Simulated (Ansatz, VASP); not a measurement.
# MoS2 in two plane-wave programs, part 2 of 2

Aim: how closely do two programs agree when they are given the same cell, functional and k mesh? The cell is taken from a series of runs on this material, whose earlier steps may have relaxed, scaled, displaced or heated it; both programs get it as it stands.

VASP 6.6.1 and Ansatz 0.2.0.

So far: The starting structure; VASP: zone-centre phonons, LDA.

## Step 2: VASP: zone-centre phonons, LDA (continued)

Level of this step: LDA, no spin polarisation; plane waves and PAW (Mo_sv, S) (VASP).

Parts of OUTCAR (step 2):

```text
ion  position               nearest neighbor table
   1  0.000  0.000  0.000-   2 2.38   2 2.38   2 2.38   3 2.38   3 2.38   3 2.38
   2  0.247  0.247  0.247-   1 2.38   1 2.38   1 2.38
   3  0.420  0.420  0.420-   1 2.38   1 2.38   1 2.38

  LATTYP: Found a trigonal (rhomboedric) cell.
 ALAT       =     6.2556768245
 COS(alpha) =     0.8750707670

 Subroutine GETGRP returns: Found  6 space group operations
 (whereof  6 operations were pure point group operations)

The static configuration has the point symmetry C_3v.

 Found     85 irreducible k-points:

   k-points           NKPTS =     85   k-points in BZ     NKDIM =     85   number of bands    NBANDS=     19

   dimension x,y,z NGX =    48 NGY =   48 NGZ =   48
   dimension x,y,z NGXF=    96 NGYF=   96 NGZF=   96

   ENCUT  =  500.0 eV  36.75 Ry    6.06 a.u.  11.41 11.41 11.41*2*pi/ulx,y,z

   NELECT =      26.0000    total number of electrons

 k-points in reciprocal lattice and weights: Automatic mesh
   0.00000000  0.00000000  0.00000000       0.001
   0.11111111  0.00000000  0.00000000       0.008
   0.22222222  0.00000000  0.00000000       0.008
   0.33333333  0.00000000  0.00000000       0.008
   0.44444444  0.00000000  0.00000000       0.008
   0.11111111  0.11111111  0.00000000       0.008
   0.22222222  0.11111111  0.00000000       0.016
   0.33333333  0.11111111  0.00000000       0.016
   0.44444444  0.11111111  0.00000000       0.016
[...]
0.44444444  0.44444444  0.44444444       0.003
  -0.44444444  0.44444444  0.44444444       0.008

 average (electrostatic) potential at core
       1 -74.0831       2 -84.2982       3 -84.3053

  Total        0.0145461      0.0145461      0.0040793      0.0000000     -0.0000000      0.0000000
  in kB        0.4595087      0.4595087      0.1288654      0.0000000     -0.0000000      0.0000000
  external PRESSURE =       0.3492943 kB  Pullay stress =       0.0000000 kB

  energy-cutoff  :      500.00
  volume of cell :       50.72
      direct lattice vectors                 reciprocal lattice vectors
     1.563476448  0.902673550  5.989508694     0.319800148  0.184636702  0.055652867
    -1.563476448  0.902673550  5.989508694    -0.319800148  0.184636702  0.055652867
     0.000000000 -1.805347095  5.989508694     0.000000000 -0.369273403  0.055652868

 POSITION                                       TOTAL-FORCE (eV/Angst)
 -----------------------------------------------------------------------------------
      0.00000      0.00000      0.00153         0.000000     -0.000000     -0.000200
      0.00000      0.00000      4.43951         0.000000     -0.000000     -0.005135
      0.00000      0.00000      7.54397         0.000000      0.000000      0.005335
 -----------------------------------------------------------------------------------
    total drift:                               -0.000000     -0.000000     -0.000078

 MACROSCOPIC STATIC DIELECTRIC TENSOR (including local field effects in DFT)
 ------------------------------------------------------
          15.726249     0.000000     0.000000
           0.000000    15.726249    -0.000000
           0.000000    -0.000000     7.734073
 ------------------------------------------------------

 PIEZOELECTRIC TENSOR (including local field effects)  for field in x, y, z        (C/m^2)
          XX          YY          ZZ          XY          YZ          ZX
  --------------------------------------------------------------------------------
  x     0.00000     0.00000     0.00000     0.52660     0.00000     0.03784
  y     0.52660    -0.52660     0.00000     0.00000     0.03784     0.00000
  z    -0.00851    -0.00851     0.09929     0.00000     0.00000     0.00000

 BORN EFFECTIVE CHARGES (including local field effects) (in |e|, cummulative output)
 ---------------------------------------------------------------------------------
 ion    1
    1    -1.09954     0.00000     0.00000
    2     0.00000    -1.09954     0.00000
    3     0.00000     0.00000    -0.88613
 ion    2
    1     0.56197     0.00000     0.00000
    2     0.00000     0.56197    -0.00000
    3     0.00000    -0.00000     0.50968
 ion    3
    1     0.53757     0.00000     0.00000
    2     0.00000     0.53757    -0.00000
    3     0.00000    -0.00000     0.37646

 Eigenvectors and eigenvalues of the dynamical matrix
 ----------------------------------------------------

   1 f  =   14.096270 THz    88.569474 2PiTHz  470.200939 cm-1    58.297460 meV
             X         Y         Z           dx          dy          dz
      0.000000  0.000000  0.001531     0.000000   -0.000000   -0.632797
      0.000000  0.000000  4.439508    -0.000000    0.000000    0.566828
      0.000000  0.000000  7.543968    -0.000000    0.000000    0.527517

   2 f  =   12.404457 THz    77.939504 2PiTHz  413.768158 cm-1    51.300690 meV
             X         Y         Z           dx          dy          dz
      0.000000  0.000000  0.001531     0.000000    0.000000    0.017597
      0.000000  0.000000  4.439508    -0.000000    0.000000    0.691618
      0.000000  0.000000  7.543968    -0.000000   -0.000000   -0.722049

   3 f  =   11.641319 THz    73.144562 2PiTHz  388.312593 cm-1    48.144604 meV
             X         Y         Z           dx          dy          dz
      0.000000  0.000000  0.001531     0.632955    0.000001   -0.000000
      0.000000  0.000000  4.439508    -0.548451   -0.000001   -0.000000
      0.000000  0.000000  7.543968    -0.546415   -0.000001    0.000000

   4 f  =   11.641319 THz    73.144562 2PiTHz  388.312593 cm-1    48.144604 meV
             X         Y         Z           dx          dy          dz
      0.000000  0.000000  0.001531    -0.000001    0.632955   -0.000000
      0.000000  0.000000  4.439508     0.000001   -0.548451    0.000000
      0.000000  0.000000  7.543968     0.000001   -0.546415    0.000000

   5 f  =    8.745721 THz    54.950985 2PiTHz  291.725850 cm-1    36.169379 meV
             X         Y         Z           dx          dy          dz
      0.000000  0.000000  0.001531     0.000906    0.000000    0.000000
      0.000000  0.000000  4.439508     0.706315    0.000000   -0.000000
      0.000000  0.000000  7.543968    -0.707897   -0.000000    0.000000

   6 f  =    8.745721 THz    54.950985 2PiTHz  291.725850 cm-1    36.169379 meV
             X         Y         Z           dx          dy          dz
      0.000000  0.000000  0.001531     0.000000   -0.000906    0.000000
      0.000000  0.000000  4.439508     0.000000   -0.706315    0.000000
      0.000000  0.000000  7.543968    -0.000000    0.707897   -0.000000

   7 f/i=    0.000149 THz     0.000939 2PiTHz    0.004983 cm-1     0.000618 meV
             X         Y         Z           dx          dy          dz
      0.000000  0.000000  0.001531    -0.774111    0.010932    0.000000
      0.000000  0.000000  4.439508    -0.447528    0.006320    0.000000
      0.000000  0.000000  7.543968    -0.447518    0.006320    0.000000

   8 f/i=    0.000149 THz     0.000939 2PiTHz    0.004983 cm-1     0.000618 meV
             X         Y         Z           dx          dy          dz
      0.000000  0.000000  0.001531    -0.010932   -0.774111   -0.000000
      0.000000  0.000000  4.439508    -0.006320   -0.447528   -0.000000
      0.000000  0.000000  7.543968    -0.006320   -0.447518   -0.000000

   9 f/i=    0.001400 THz     0.008796 2PiTHz    0.046696 cm-1     0.005790 meV
             X         Y         Z           dx          dy          dz
      0.000000  0.000000  0.001531     0.000000   -0.000000    0.774118
      0.000000  0.000000  4.439508     0.000000   -0.000000    0.447628
      0.000000  0.000000  7.543968     0.000000   -0.000000    0.447629

 MACROSCOPIC STATIC DIELECTRIC TENSOR IONIC CONTRIBUTION
 ------------------------------------------------------
           0.202479     0.000000    -0.000000
           0.000000     0.202479    -0.000000
          -0.000000    -0.000000     0.091056
 ------------------------------------------------------

 ELASTIC MODULI CONTR FROM IONIC RELAXATION (kBar)
 Direction    XX          YY          ZZ          XY          YZ          ZX
 --------------------------------------------------------------------------------
 XX        -416.9553   -265.5435   -959.8639      0.0000     18.6573     -0.0000
 YY        -265.5435   -416.9553   -959.8639      0.0000    -18.6573     -0.0000
 ZZ        -959.8639   -959.8639  -2699.8982      0.0000      0.0000     -0.0000
 XY           0.0000      0.0000      0.0000    -75.7059     -0.0000     17.6831
 YZ          18.6573    -18.6573      0.0000     -0.0000  -1323.4381     -0.0000
 ZX          -0.0000     -0.0000     -0.0000     17.6831     -0.0000  -1351.9231
 --------------------------------------------------------------------------------

 PIEZOELECTRIC TENSOR IONIC CONTR  for field in x, y, z        (C/m^2)
          XX          YY          ZZ          XY          YZ          ZX
  --------------------------------------------------------------------------------
  x    -0.00000    -0.00000    -0.00000     0.11614     0.00000     0.01128
  y     0.11614    -0.11614     0.00000     0.00000     0.00937    -0.00000
  z     0.02038     0.02038     0.05733    -0.00000     0.00000    -0.00000
```

This run has no spin polarisation, so a moment on Mo, if there is one, isn't seen. The dielectric response converges more slowly with the mesh than energies do, so tensor and charges may still move on a finer one.

## Step 3: Ansatz: zone-centre phonons, LDA

Ansatz runs on norm-conserving files, of PseudoDojo where its log says so.

The same cell, functional (in two slightly different forms) and mesh now go to Ansatz.

Input file input.yaml:

```yaml
crystal:
  lattice:
    - [1.563476448, 0.9026735498, 5.9895086937]
    - [-1.563476448, 0.9026735498, 5.9895086937]
    - [0.0, -1.8053470945, 5.9895086945]
  atoms:
    - { symbol: Mo, position: [8.52179e-05, 8.52179e-05, 8.52179e-05] }
    - { symbol: S, position: [0.2470713353, 0.2470713353, 0.2470713353] }
    - { symbol: S, position: [0.4198434468, 0.4198434468, 0.4198434468] }
kpoints:
  mp_grid: { grid: [9, 9, 9] }
hamiltonian:
  xc: lda
  pseudopotentials: { kind: nc, accuracy: standard }
scf:
  occupations: { method: fixed }
output:
  eigenvalues: true
basis:
  ecutwfc: 1088.455
phonons:
  method: dfpt
  dielectric: true
  rigid_motions: translations
```

Command:

```bash
$ ansatz run input.yaml --threads 4 --pin off --max-ram 16384MiB --backend cpu --events-out ev --progress --plain --runs-dir out
```

Log:

```text
Warning: basis.ecutwfc = 1088.455 eV is below the records' recommended 1088.45545 eV, and the density's cutoff is lower with it unless basis.ecutrho_ratio is high enough to keep the records' density cutoff: compare with a run at a higher cutoff
Engine: ansatz 0.2.0, aarch64-unknown-linux-gnu
Pseudopotentials: kind: nc
Pseudopotential: Mo, nc, valence charge 14, recommended cutoff 1088.45545 eV (normal), Mo.nc.azcp (PseudoDojo's, or run here from an input of PseudoDojo's; its table is named by hamiltonian.pseudopotentials.accuracy)
Pseudopotential: S, nc, valence charge 6, recommended cutoff 734.707429 eV (normal), S.nc.azcp (PseudoDojo's, or run here from an input of PseudoDojo's; its table is named by hamiltonian.pseudopotentials.accuracy)
Functional definition: SPW92
  exchange = slater_x
  correlation = pw_c
Crystal: 3 atoms, lattice volume = 50.718 Å³
Basis set: ecut = 1088.455 eV, 4179 PW (Γ), exchange–correlation on 144×144×144 points (8 copies of the dense FFT grid, shifted against one another)
Bands: 17, of which v1, the nominal top of the filled ones, is band 13 counted from 1 (12 counted from 0)
Symmetry: 6 space group operations
k-points: 205 of 729 (irreducible under 2 space group operations, time reversal used)
Non-local potential: Mo, projectors of the file, l = 0: 2, l = 1: 2, l = 2: 2
Non-local potential: S, projectors of the file, l = 0: 2, l = 1: 2, l = 2: 2
Initial density: superposition of atomic densities (chi_scale 0.1, normalization cell, long waves kept (reshape's long-wave potential 0.06 eV rms))
Initial wavefunctions: pseudopotential atomic-orbital guess
Functional: x = slater, c = lda
SCF iter   1: F=—  HF=-2520.450702 eV  |F-HF|=—  |Δ(HF+E_count)|=         —  Δρ=6.03e-2  dr2=2.30e0  ethr=3.10e-3  ⟨swp⟩=5.2  Hψ=17090  notcnv=0  defer=361
preconditioner: auto → none  [insulator: Δε(μ)=0.740 eV  Ē_g=8.685 eV  n_scr=16 (ndim 8)  ℏωp=22.1 eV  f_vac=0.000  ε∞_Penn≈7.5]
SCF iter   2: F=—  HF=-2519.719556 eV  |F-HF|=—  |Δ(HF+E_count)|=   7.31e-1  Δρ=2.48e-2  dr2=2.34e-1  ethr=3.10e-3  ⟨swp⟩=3.0  Hψ=9321  notcnv=0  defer=306
SCF iter   3: F=—  HF=-2519.703662 eV  |F-HF|=—  |Δ(HF+E_count)|=   1.59e-2  Δρ=1.67e-2  dr2=2.82e-1  ethr=8.99e-4  ⟨swp⟩=3.3  Hψ=6466  notcnv=0  defer=406
SCF iter   4: F=—  HF=-2519.664079 eV  |F-HF|=—  |Δ(HF+E_count)|=   3.96e-2  Δρ=6.76e-3  dr2=1.68e-2  ethr=8.99e-4  ⟨swp⟩=2.4  Hψ=5424  notcnv=0  defer=406
SCF iter   5: F=—  HF=-2519.661355 eV  |F-HF|=—  |Δ(HF+E_count)|=   2.72e-3  Δρ=3.27e-3  dr2=4.42e-3  ethr=6.47e-5  ⟨swp⟩=1.3  Hψ=3933  notcnv=0  defer=406
SCF iter   6: F=—  HF=-2519.660514 eV  |F-HF|=—  |Δ(HF+E_count)|=   8.41e-4  Δρ=9.08e-4  dr2=4.56e-4  ethr=1.70e-5  ⟨swp⟩=2.6  Hψ=5095  notcnv=0  defer=410
SCF iter   7: F=—  HF=-2519.660441 eV  |F-HF|=—  |Δ(HF+E_count)|=   7.27e-5  Δρ=2.00e-4  dr2=1.46e-5  ethr=1.75e-6  ⟨swp⟩=2.4  Hψ=4953  notcnv=0  defer=399
SCF iter   8: F=—  HF=-2519.660437 eV  |F-HF|=—  |Δ(HF+E_count)|=   4.35e-6  Δρ=4.67e-5  dr2=3.84e-7  ethr=5.62e-8  ⟨swp⟩=2.0  Hψ=5036  notcnv=0  defer=42
SCF iter   9: F=—  HF=-2519.660435 eV  |F-HF|=—  |Δ(HF+E_count)|=   1.34e-6  Δρ=7.04e-6  dr2=1.62e-8  ethr=1.48e-9  ⟨swp⟩=2.2  Hψ=5560  notcnv=0
SCF iter  10: F=—  HF=-2519.660435 eV  |F-HF|=—  |Δ(HF+E_count)|=   1.57e-9  Δρ=1.86e-6  dr2=9.50e-10  ethr=6.22e-11  ⟨swp⟩=2.3  Hψ=6009  notcnv=0
SCF iter  11: F=-2519.660435 eV  HF=-2519.660435 eV  |F-HF|=1.36e-11  |Δ(HF+E_count)|=  1.71e-10  Δρ=5.38e-7  dr2=5.18e-11  ethr=1.00e-12  ⟨swp⟩=10.9  Hψ=28545  notcnv=0
SCF 1 converged in 11 iterations: F = -2519.660435 eV  dr2 = 5.18e-11
NSCF: frozen V_eff on 10 k-points
DFPT response loops at Γ: preconditioner auto → Resta (q_TF=auto, 2.441 Å⁻¹)  ε∞=8.4 (no band partly filled); β = 1.00, the filter's whole step (`scf.mixing.beta` (0.50) is not read by the response loops at its default; to damp them type it under 1.00, their step now; it binds the ground state too); Broyden in place of MSR1
── the response to a field inside a basis, on 10×10×10 k-points: an SCF that follows is theirs, and a resumed run solves both again ──
Bands: 14, of which v1, the nominal top of the filled ones, is band 13 counted from 1 (12 counted from 0)
k-points: 110 of 1000 (time reversal used)
Initial density: handed on by an earlier stage of this run
Initial wavefunctions: pseudopotential atomic-orbital guess (no wavefunctions were taken with the density)
Eigensolver: Dense (110 Hₖ)
SCF iter   1: F=—  HF=-2519.656401 eV  |F-HF|=—  |Δ(HF+E_count)|=         —  Δρ=1.40e-4  dr2=1.03e-6  ethr=1.00e-1
preconditioner: auto → none  [insulator: Δε(μ)=0.768 eV  Ē_g=7.366 eV  n_scr=16 (ndim 8)  ℏωp=22.1 eV  f_vac=0.005  ε∞_Penn≈10.0]
SCF iter   2: F=—  HF=-2519.656401 eV  |F-HF|=—  |Δ(HF+E_count)|=   6.76e-7  Δρ=6.92e-5  dr2=2.42e-7  ethr=3.97e-9
SCF iter   3: F=—  HF=-2519.656402 eV  |F-HF|=—  |Δ(HF+E_count)|=   2.80e-7  Δρ=1.24e-5  dr2=2.57e-7  ethr=9.30e-10
SCF iter   4: F=-2519.656402 eV  HF=-2519.656402 eV  |F-HF|=1.56e-8  |Δ(HF+E_count)|=   3.51e-8  Δρ=4.58e-6  dr2=1.77e-8  ethr=9.30e-10
SCF 1 converged in 4 iterations: F = -2519.656402 eV  dr2 = 1.77e-8
DFPT response loops at Γ: preconditioner auto → Resta (q_TF=auto, 2.441 Å⁻¹)  ε∞=8.8 (no band partly filled); β = 1.00, the filter's whole step (`scf.mixing.beta` (0.50) is not read by the response loops at its default; to damp them type it under 1.00, their step now; it binds the ground state too); Broyden in place of MSR1
WARN: field response: ε∞ stands inside a basis, on 10×10×10 points; the force constants stand on the 9×9×9 k-mesh, whose period is 13.32 times the interband length at k = (0.1111, 0.4444, -0.2222), direct gap 1.832 eV, under 14: take them and everything formed from them as unconverged, and compare with a denser kpoints.mp_grid
SCF converged after 11 iterations
Free energy (F): -2519.660435 eV
Harris-Foulkes:  -2519.660435 eV  (|F-HF|=1.36e-11)
Internal energy: -2519.660435 eV  (E = F + TS)
E sigma→0 (E₀):  -2519.660435 eV
Fermi energy:    11.793940 eV
--- Per-component energies (eV) ---
  E_band       = -137.004117
  E_kinetic    = 818.860214
  E_local      = -2203.932933  (includes V_loc(G=0)·N_el)
  E_nonlocal   = 317.736045
  E_hartree    = 694.381463
  E_xc         = -453.554310
  E_vxc        = -458.430281  (∫ρ·V_xc dr)
  E_ewald      = -1693.150915
  E_smearing   = -0.000000  (= −TS)
  E_closure    = -0.000000  (closes the sum)
  Σ components = -2519.660435   (vs F -2519.660435, Δ=0.00e0)
--- Band table (eV; the first three rows and the last of 205) ---
  k-point 0: bands = [... 9 lower, 9.4632, 9.4632, 10.3379, 10.6834, 13.8005, 13.8005, 14.2573, 14.2573]
  k-point 1: bands = [... 9 lower, 8.8349, 9.1600, 10.3294, 10.8390, 13.6182, 13.7562, 14.0207, 14.1473]
  k-point 2: bands = [... 9 lower, 8.5472, 9.0843, 10.1462, 10.3427, 12.9195, 13.6640, 14.2333, 14.6718]
  k-point 204: bands = [... 9 lower, 8.5029, 9.2066, 9.5965, 11.4001, 13.6905, 13.8403, 13.9369, 14.2841]
--- Phonons (Γ-DFPT): 6 representative perturbations + reference, on 205 of 729 k-points (Σ response iterations 18) ---
  k mesh reduced under 2 symmetry operations, with k and −k counted as one. Each operation leaves every solved perturbation unchanged. A smaller set is not considered because the run solves the response to a homogeneous field
  ASR residual: 9.491e-4 → 0.000e0 eV/Å²; symmetrization residual: 2.321e-5 eV/Å²
  ASR residual per site (eV/Å²): 9.49e-4 4.21e-4 2.56e-4
  Γ frequencies (cm⁻¹): 0.00 0.00 0.00 292.16 292.16 389.08 389.08 414.32 470.33
  ε∞ (high-frequency dielectric tensor):
       15.651254    -0.000000     0.000000
       -0.000000    15.651254    -0.000000
        0.000000    -0.000000     7.742551
  ε⁰ (static dielectric tensor: ions relaxed, cell fixed):
       15.858984    -0.000000    -0.000000
       -0.000000    15.858984    -0.000000
       -0.000000    -0.000000     7.838189
  ε⁰ − ε∞ (ionic part):
        0.207730     0.000000    -0.000000
        0.000000     0.207730    -0.000000
       -0.000000    -0.000000     0.095638
  softest optical mode at Γ: 292.16 cm⁻¹; the repairs (sum rule, projections) moved no ω² at Γ by more than (2.31 cm⁻¹)²
  Born effective charges Z* (e; rows j = field, columns β = displacement):
    site 0:
        -1.11588   -0.00000    0.00000
        -0.00000   -1.11588    0.00000
         0.00000    0.00000   -0.90849
    site 1:
         0.57058   -0.00000    0.00000
         0.00000    0.57058   -0.00000
        -0.00000   -0.00000    0.52182
    site 2:
         0.54530    0.00000    0.00000
        -0.00000    0.54530   -0.00000
        -0.00000   -0.00000    0.38668
  Z* charge neutrality: 2.149e-3 e pre-enforcement
  solved inside a basis spanned on kpoints, on 10×10×10 k-points, its susceptibility summed on 14×14×14: ε∞ is read to err by 5.2e-2, Z* by 1.6e-2 e (field_mesh: kpoints solves on kpoints); Z* is corrected for what the basis lacks
  optical modes at Γ without the LO–TO term, one row a degenerate level:
      ω (cm⁻¹)  modes    IR ((D/Å)²/amu)
        292.16      2             0.0004
        389.08      2             1.4949
        414.32      1             0.0038
        470.33      1             0.4982
  optical modes at Γ + LO–TO along q̂ = [1.0000, 0.0000, 0.0000]:
      ω (cm⁻¹)  modes    IR ((D/Å)²/amu)
        292.16      1             0.0002
        292.16      1             0.0002
[...]
optical modes at Γ + LO–TO along q̂ = [0.0000, 1.0000, 0.0000]:
      ω (cm⁻¹)  modes    IR ((D/Å)²/amu)
[...]
389.08      1             0.7475
        391.66      1             0.7475
        414.32      1             0.0038
        470.33      1             0.4982
  optical modes at Γ + LO–TO along q̂ = [0.0000, 0.0000, 1.0000]:
      ω (cm⁻¹)  modes    IR ((D/Å)²/amu)
        292.16      2             0.0004
        389.08      2             1.4949
        414.35      1             0.0034
        473.20      1             0.4986
```

## Step 4: Comparison

Known differences besides the potentials themselves: the two LDA forms differ slightly; fixed occupations in Ansatz, narrow Gaussian smearing in VASP; VASP's response is taken on the typed mesh, Ansatz refines its own for the field response alone; the cutoff is 1088.45 eV in Ansatz and 500 eV in VASP; VASP's log shows a relativistic correction to its local exchange, Ansatz's none. Total energies have different zeros and are not compared.

Both answers:

| quantity | Ansatz | VASP | difference |
| --- | --- | --- | --- |
| ε∞ xx | 15.65 | 15.73 | -0.48 % |
| ε∞ yy | 15.65 | 15.73 | -0.48 % |
| ε∞ zz | 7.74 | 7.73 | +0.11 % |
| Born charge of Mo1 (mean of the diagonal) (e) | -1.05 | -1.03 | -0.02 |
| Born charge of S2 (mean of the diagonal) (e) | 0.55 | 0.54 | +0.01 |
| optical mode 1 to 2 (cm⁻¹) | 292.2 | 291.7 | +0.15 % |
| optical mode 3 to 4 (cm⁻¹) | 389.1 | 388.3 | +0.20 % |
| optical mode 5 (cm⁻¹) | 414.3 | 413.8 | +0.13 % |
| optical mode 6 (cm⁻¹) | 470.3 | 470.2 | +0.03 % |

Modes are paired by rising frequency, not by their patterns, so a pair may set unlike modes beside each other; they are those without the splitting of longitudinal modes.

## Step 5: What came out

| Item | Value |
| --- | --- |
| r.m.s. difference of the optical zone-centre modes, each program's sorted by frequency (zone-centre phonons, LDA) | 0.56 cm⁻¹ |

What this shows: The r.m.s. difference of the optical zone-centre modes, each program's sorted by frequency is 0.56 cm⁻¹ (zone-centre phonons, LDA). Such differences can come from data sets, numerical settings and the points named under the comparisons, not from the functional's error against experiment.

[Lines on the potential files, build, host, timing and source positions are cut from VASP's logs without a mark.]

[Logs are printed without paths, hosts, clocks, repeated set-up lines and the standing remarks that a program may print on its own settings, such as how far it seeks lower states.]

[Hosts, paths, dates, database ids (printed as entryN), source tags and the programs' standing remarks are cut or masked in the printed files.]
